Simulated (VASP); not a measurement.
An input for Ansatz (written as the equivalent of a VASP run, and not itself run):

Ansatz 0.2 input:
```yaml
crystal:
  lattice:
    - [-2.0864788, 2.0864788, 4.9222393]
    - [2.0864788, -2.0864788, 4.9222393]
    - [2.0864788, 2.0864788, -4.9222393]
  atoms:
    - { symbol: Ca, position: [0.9997733, 0.9997733, 1.0000000] }
    - { symbol: Si, position: [0.4097729, 0.4097729, 0.0000000] }
    - { symbol: Si, position: [0.2588720, 0.7588720, 0.5000000] }
    - { symbol: Si, position: [0.7588720, 0.2588720, 0.5000000] }
    - { symbol: Ir, position: [0.6468297, 0.6468297, 0.0000000] }
kpoints:
  mp_grid: { grid: [9, 9, 9] }
hamiltonian:
  xc: pbesol
  pseudopotentials: { kind: paw }
scf:
  occupations: { method: methfessel_paxton, width: 0.1 }
  max_iter: 100
relax:
  max_steps: 60
  f_tol: 0.02
  cell: {}
output: { forces: true, stress: true, eigenvalues: true }
```

Q: Translate this input to VASP (INCAR, KPOINTS, POSCAR, choice of POTCAR).

A: Several could match; the one computed here: 
**INCAR**
```
SYSTEM = CaSi3Ir
PREC = Accurate
ENCUT = 400
EDIFF = 1E-6
NELM = 100
ALGO = Normal
LREAL = .FALSE.
LASPH = .TRUE.
ISMEAR = 1
SIGMA = 0.1
GGA = PS
LMAXMIX = 6
LWAVE = .FALSE.
LCHARG = .FALSE.
IBRION = 2
ISIF = 3
NSW = 60
EDIFFG = -0.02
```

File POSCAR:
```
CaSi3Ir
1.0
 -2.0864788492   2.0864788492   4.9222393134
  2.0864788492  -2.0864788492   4.9222393134
  2.0864788492   2.0864788492  -4.9222393134
Ca Si Ir
1 3 1
direct
  0.9997732938   0.9997732938   1.0000000000
  0.4097728854   0.4097728854   0.0000000000
  0.2588720374   0.7588720374   0.5000000000
  0.7588720374   0.2588720374   0.5000000000
  0.6468297461   0.6468297461   0.0000000000
```

**KPOINTS**
```
K-points
0
gamma
 9 9 9
```

POTCAR, in this order: Ca_sv Si Ir (PBE.64 set). Program: vasp_std.

Limits of the translation: each code has its own PAW files, so the cut-off isn't converted (ENCUT is set for VASP's; basis.ecutwfc is left out, and Ansatz then takes the one that its files recommend); Ansatz stops its SCF on the density residual and VASP on the energy change (EDIFF).

The structure comes from a computed database's CaSi3Ir entry (I4mm); how it stands against other phases isn't given here. This run relaxes it. Symmetry was kept, so distortions that lower it aren't found. The start is the result of an earlier pass.
